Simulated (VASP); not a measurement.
Input:

```
AgCl
1.0
    0.00000     2.71983     2.71983
    2.71983     0.00000     2.71983
    2.71983     2.71983     0.00000
Ag Cl
1 1
Direct
  0.00000   0.00000   0.00000
  0.50000   0.50000   0.50000
```

All values below come from PBEsol GGA, VASP's PBE PAW potentials (set 64) (plane waves; VASP 6.6.1). Settings: 400 eV cut-off, Gaussian smearing of 0.050 eV, potentials Ag Cl.

Problem. What does the run give for the band gap (along the path) with the smallest direct gap where there is one?

Solution. 
```
Item                                   Result
------------------------------------  -------
band gap (along the path)             0.72 eV
smallest direct gap (along the path)  3.04 eV
```

Total energies compare only between runs with the same potentials, cut-off and functional.

The structure was generated: AgCl was put into the rock salt type (Fm-3m), which need not be its known phase. It was relaxed first, which changed the volume by +6 %.
